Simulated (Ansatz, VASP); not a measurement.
# Two plane-wave programs on Y3As

```
Y As
1.0
     4.32124    0.00000    0.00000
     0.00000    4.32124    0.00000
     0.00000    0.00000    4.32124
Y As
3 1
Direct
  0.00000 0.50000 0.50000
  0.50000 0.00000 0.50000
  0.50000 0.50000 0.00000
  0.00000 0.00000 0.00000
```

Change from the starting cell: species swapped into the NdTl3 type (Pm-3m, No. 221).

Alike in both runs: task relaxation of cell and atoms; functional PBE; k mesh 4 × 4 × 4; occupations gaussian, width 0.1 eV; no spin polarisation.

|  | VASP | Ansatz |
| --- | --- | --- |
| version | VASP 6.6.1 | Ansatz 0.2.0 |
| potentials or method | VASP PAW PBE potentials, release 64 (Y_sv, As) | scalar-relativistic, plane waves, PAW |
| plane-wave cutoff (eV) | 600 | 420 |
| valence electrons in the cell | 38 | 48 |

```csv
,VASP,Ansatz,Ansatz less VASP
"gap on the k mesh at the Fermi level, each at its own relaxed structure (eV)",none,none,-
relaxed volume (Å³/atom),25.45,25.56,+0.110
relaxed cell length with the largest relative difference (Å),4.669,4.676,+0.0067
energy change over the relaxation (meV/atom),-269,-271,-2.8
```

A gap of «none» marks a metal or a gap that the smearing closes. The two sets of potentials don't hold the same shells in valence.

Caveats: the k mesh is coarse (spacing up to 0.36 Å⁻¹), so the values aren't converged; the volume moved by over 15 % at a fixed basis, so the end points are rough (VASP).
